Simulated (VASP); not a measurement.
Calculation: PBE GGA with D3 dispersion (Becke-Johnson damping), VASP's PBE PAW potentials (set 64) (plane waves; VASP).

VASP input:

### INCAR
```
SYSTEM = ZnS
PREC = Accurate; ENCUT = 520; LREAL = .False.
LASPH = .True.; ICHARG = 11
EDIFF = 1E-7; NELM = 100; ALGO = Normal
LMAXMIX = 4
ISMEAR = 0; SIGMA = 0.05
GGA = PE; IVDW = 12
LWAVE = .False.; LCHARG = .False.; LORBIT = 11
```

POSCAR:
```
ZnS
1
    0.0000000000     2.6897640149     2.6897640149
    2.6897640149     0.0000000000     2.6897640149
    2.6897640149     2.6897640149    -0.0000000000
Zn S
1 1
Direct
  0.0000000000   0.0000000000   0.0000000000
  0.2500000000   0.2500000000   0.2500000000
```

File KPOINTS:
```
k-points along high-symmetry lines
15
Line-mode
Reciprocal
  0.000000   0.000000   0.000000 ! GAMMA
 -0.500000  -0.500000   0.000000 ! X

 -0.500000  -0.500000   0.000000 ! X
 -0.375000  -0.375000   0.250000 ! U

 -0.375000   0.000000   0.375000 ! K
  0.000000   0.000000   0.000000 ! GAMMA

  0.000000   0.000000   0.000000 ! GAMMA
  0.000000   0.000000   0.500000 ! L

  0.000000   0.000000   0.500000 ! L
 -0.500000  -0.250000   0.250000 ! W

 -0.500000  -0.250000   0.250000 ! W
 -0.500000  -0.500000   0.000000 ! X
```

POTCAR, in this order: Zn S (PBE.64 set). Program: vasp_std. Read from the step before: CHGCAR.

The run wrote:

**OSZICAR**
```
       N       E                     dE             d eps       ncg     rms          rms(c)
DAV:   1     0.897177182125E+02    0.89718E+02   -0.94488E+03  2348   0.168E+03
DAV:   2     0.400282292535E+00   -0.89317E+02   -0.84923E+02  2530   0.292E+02
DAV:   3    -0.577603455232E+01   -0.61763E+01   -0.60845E+01  2870   0.732E+01
DAV:   4    -0.585196699467E+01   -0.75932E-01   -0.75902E-01  2685   0.854E+00
DAV:   5    -0.585300596066E+01   -0.10390E-02   -0.10389E-02  2850   0.971E-01
DAV:   6    -0.585302739267E+01   -0.21432E-04   -0.21432E-04  2785   0.141E-01
DAV:   7    -0.585302796020E+01   -0.56752E-06   -0.56752E-06  2865   0.220E-02
DAV:   8    -0.585302797479E+01   -0.14592E-07   -0.14599E-07  2373   0.371E-03
   1 F= -.64787252E+01 E0= -.64787252E+01  d E =-.903030E-14
```

**OUTCAR**
```
 val. band max:        2.2344995761   @ k =   0.0000   0.0000   0.0000

 cond. band min:       4.4092860988   @ k =   0.0000   0.0000   0.0000



 k-point     1 :       0.0000    0.0000    0.0000
  band No.  band energies     occupation
      1     -11.0017      2.00000
      2      -4.1591      2.00000
      3      -4.1591      2.00000
      4      -4.1591      2.00000
      5      -3.6445      2.00000
      6      -3.6445      2.00000
      7       2.2345      2.00000
      8       2.2345      2.00000
      9       2.2345      2.00000
     10       4.4093      0.00000
     11       8.6216      0.00000
     12       8.6216      0.00000
     13       8.6216      0.00000

 k-point     2 :      -0.0357   -0.0357    0.0000
  band No.  band energies     occupation
      1     -10.9883      2.00000
      2      -4.1611      2.00000
      3      -4.1558      2.00000
      4      -4.1558      2.00000
      5      -3.6461      2.00000
      6      -3.6435      2.00000
      7       2.1037      2.00000
      8       2.1962      2.00000
      9       2.1962      2.00000
     10       4.5526      0.00000
     11       8.5496      0.00000
     12       8.6780      0.00000
     13       8.6780      0.00000

 k-point     3 :      -0.0714   -0.0714    0.0000
  band No.  band energies     occupation
      1     -10.9485      2.00000
      2      -4.1668      2.00000
      3      -4.1459      2.00000
      4      -4.1459      2.00000
      5      -3.6505      2.00000
      6      -3.6406      2.00000
      7       1.7843      2.00000
      8       2.0863      2.00000
      9       2.0863      2.00000
     10       4.9064      0.00000
     11       8.3515      0.00000
     12       8.8426      0.00000
     13       8.8426      0.00000

 k-point     4 :      -0.1071   -0.1071    0.0000
  band No.  band energies     occupation
      1     -10.8836      2.00000
      2      -4.1755      2.00000
      3      -4.1295      2.00000
      4      -4.1295      2.00000
...
```

The density is held fixed in this step, so its total energy and stress have no physical meaning.

The compound is ZnS in the zinc blende structure. It was relaxed first.
